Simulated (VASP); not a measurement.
Output of a VASP run:

File OUTCAR:
```
 ion  position               nearest neighbor table
   1  0.000  0.000  0.000-   2 2.65   2 2.65   2 2.65   2 2.65
   2  0.250  0.250  0.250-   1 2.65   1 2.65   1 2.65   1 2.65
  LATTYP: Found a face centered cubic cell.
 ALAT       =     6.1141751516
 Subroutine PRICEL returns:
 Original cell was already a primitive cell.
 Subroutine GETGRP returns: Found 24 space group operations
The static configuration has the point symmetry T_d .
The dynamic configuration has the point symmetry T_d .
 Subroutine INISYM returns: Found 24 space group operations
 Subroutine IBZKPT returns following result:
 Found     35 irreducible k-points:

 Following reciprocal coordinates:
            Coordinates               Weight
  0.000000  0.000000  0.000000      1.000000
  0.111111  0.000000  0.000000      8.000000
  0.222222  0.000000  0.000000      8.000000
  0.333333  0.000000  0.000000      8.000000
  0.444444  0.000000  0.000000      8.000000
  0.111111  0.111111  0.000000      6.000000
  0.222222  0.111111  0.000000     24.000000
  0.333333  0.111111  0.000000     24.000000
  0.444444  0.111111  0.000000     24.000000
 -0.444444  0.111111  0.000000     24.000000
 -0.333333  0.111111  0.000000     24.000000
 -0.222222  0.111111  0.000000     24.000000
 -0.111111  0.111111  0.000000     12.000000
  0.222222  0.222222  0.000000      6.000000
  0.333333  0.222222  0.000000     24.000000
  0.444444  0.222222  0.000000     24.000000
 -0.444444  0.222222  0.000000     24.000000
 -0.333333  0.222222  0.000000     24.000000
 -0.222222  0.222222  0.000000     12.000000
  0.333333  0.333333  0.000000      6.000000
  0.444444  0.333333  0.000000     24.000000
 -0.444444  0.333333  0.000000     24.000000
 -0.333333  0.333333  0.000000     12.000000
  0.444444  0.444444  0.000000      6.000000
 -0.444444  0.444444  0.000000     12.000000
  0.333333  0.222222  0.111111     24.000000
  0.444444  0.222222  0.111111     48.000000
 -0.444444  0.222222  0.111111     48.000000
  0.444444  0.333333  0.111111     24.000000
 -0.444444  0.333333  0.111111     48.000000
 -0.333333  0.333333  0.111111     48.000000
 -0.222222  0.333333  0.111111     24.000000
 -0.444444  0.444444  0.111111     24.000000
 -0.333333  0.444444  0.111111     24.000000
 -0.333333  0.444444  0.222222     24.000000
   k-points           NKPTS =     35   k-points in BZ     NKDIM =     35   number of bands    NBANDS=     13
   number of dos      NEDOS =    301   number of ions     NIONS =      2
   total plane-waves  NPLWV =  32768
   dimension x,y,z NGX =    32 NGY =   32 NGZ =   32
   dimension x,y,z NGXF=    64 NGYF=   64 NGZF=   64
   ions per type =               1   1
   PREC   = accura    normal or accurate (medium, high low for compatibility)
   ISTART =      0    job   : 0-new  1-cont  2-samecut
   ICHARG =      2    charge: 1-file 2-atom 10-const
   ISPIN  =      1    spin polarized calculation?
   LNONCOLLINEAR =      F non collinear calculations
   LSORBIT =      F    spin-orbit coupling
   INIWAV =      1    electr: 0-lowe 1-rand  2-diag
   ENCUT  =  520.0 eV  38.22 Ry    6.18 a.u.   8.04  8.04  8.04*2*pi/ulx,y,z
   NELM   =    100;   NELMIN=  2; NELMDL= -5     # of ELM steps
   EDIFF  = 0.1E-05   stopping-criterion for ELM
   LREAL  =      F    real-space projection
   NLSPLINE    = F    spline interpolate recip. space projectors
   LMAXMIX     =    4 max onsite mixed and CHGCAR
   VOSKOWN=      0    Vosko Wilk Nusair interpolation
   EDIFFG = -.1E-01   stopping-criterion for IOM
   NSW    =     60    number of steps for IOM
   NBLOCK =      1;   KBLOCK =     60    inner block; outer block
   IBRION =      2    ionic relax: 0-MD 1-quasi-New 2-CG
   NFREE  =      1    steps in history (QN), initial steepest desc. (CG)
   ISIF   =      3    stress and relaxation
   ISYM   =      2    0-nonsym 1-usesym 2-fastsym
   TEIN   =    0.0    initial temperature
   TEBEG  =    0.0;   TEEND  =   0.0 temperature during run
...
```

File OSZICAR:
```
       N       E                     dE             d eps       ncg     rms          rms(c)
DAV:   1     0.114423370271E+03    0.11442E+03   -0.84683E+03   910   0.150E+03
DAV:   2     0.767882217798E+00   -0.11366E+03   -0.11013E+03   930   0.327E+02
DAV:   3    -0.773152818052E+01   -0.84994E+01   -0.84371E+01  1195   0.934E+01
DAV:   4    -0.795995253334E+01   -0.22842E+00   -0.22830E+00  1035   0.170E+01
DAV:   5    -0.797095650404E+01   -0.11004E-01   -0.11004E-01  1354   0.329E+00    0.431E+00
DAV:   6    -0.772526539684E+01    0.24569E+00   -0.44375E-01  1328   0.122E+01    0.243E+00
DAV:   7    -0.770371518798E+01    0.21550E-01   -0.13908E-01  1291   0.353E+00    0.701E-01
DAV:   8    -0.770470002314E+01   -0.98484E-03   -0.13216E-02  1096   0.168E+00    0.197E-01
DAV:   9    -0.770537240553E+01   -0.67238E-03   -0.13343E-03  1105   0.470E-01    0.116E-01
DAV:  10    -0.770548600776E+01   -0.11360E-03   -0.17578E-04  1231   0.168E-01    0.801E-02
DAV:  11    -0.770552784485E+01   -0.41837E-04   -0.14753E-04   970   0.133E-01    0.625E-02
DAV:  12    -0.770552999837E+01   -0.21535E-05   -0.10922E-05   980   0.276E-02    0.172E-02
DAV:  13    -0.770553019003E+01   -0.19166E-06   -0.19796E-06  1059   0.947E-03
   1 F= -.83284828E+01 E0= -.83285736E+01  d E =-.832848E+01
```

File OUTCAR:
```
------------------------ aborting loop because EDIFF is reached ----------------------------------------
 Edisp (eV)   -0.62295
  FORCE on cell =-STRESS in cart. coord.  units (eV):
  Direction    XX          YY          ZZ          XY          YZ          ZX
  --------------------------------------------------------------------------------------
  Total      -0.00751    -0.00751    -0.00751     0.00000     0.00000    -0.00000
  in kB      -0.21047    -0.21047    -0.21047     0.00000     0.00000    -0.00000
  external pressure =       -0.21 kB  Pullay stress =        0.00 kB
  volume of cell :       57.14
      direct lattice vectors                 reciprocal lattice vectors
     0.000000000  3.057087576  3.057087576    -0.163554359  0.163554359  0.163554359
     3.057087576  0.000000000  3.057087576     0.163554359 -0.163554359  0.163554359
     3.057087576  3.057087576  0.000000000     0.163554359  0.163554359 -0.163554359
  FREE ENERGIE OF THE ION-ELECTRON SYSTEM (eV)
  ---------------------------------------------------
  free  energy   TOTEN  =        -8.3284828053 eV

  energy  without entropy=       -8.3287551517  energy(sigma->0) =       -8.32857359

 reached required accuracy - stopping structural energy minimisation
```
(Selected blocks of OUTCAR.)

**POSCAR**
```
InAs
1
    0.0000000000     3.0570875758     3.0570875758
    3.0570875758     0.0000000000     3.0570875758
    3.0570875758     3.0570875758     0.0000000000
In As
1 1
Direct
  0.0000000000   0.0000000000   0.0000000000
  0.2500000000   0.2500000000   0.2500000000
```

**Question.** Reconstruct the remaining input files.

**Answer.** One answer among several that fit: the input of the run itself, PBE GGA with D3 dispersion (Becke-Johnson damping), plane waves, VASP's PBE PAW potentials (set 64).

INCAR:
```
# general
SYSTEM =InAs
PREC   =Accurate
ENCUT  =520   # plane-wave cut-off (eV)
LREAL  =.FALSE.   # projection in real space or not
LASPH  =.TRUE.   # aspherical one-centre terms

# electronic loop
EDIFF  =1E-6   # SCF stop (eV)
NELM   =100   # most electronic steps
ALGO   =Normal   # blocked Davidson
LMAXMIX=4   # l cut-off of mixed one-centre charges

# smearing
ISMEAR =1
SIGMA  =0.1

# functional
GGA    =PE
IVDW   =12   # D3, Becke-Johnson

# ions
IBRION =2   # conjugate gradients
NSW    =60
ISIF   =3   # ions, shape and volume
EDIFFG =-0.01

# output
LWAVE  =.FALSE.
LCHARG =.FALSE.
```

KPOINTS:
```
Automatic mesh
0
Gamma
9 9 9
0 0 0
```

POTCAR, in this order: In_d As (PBE.64 set). Program: vasp_std.

The compound is InAs in the zinc blende structure. It was relaxed first. The start is the result of an earlier pass.
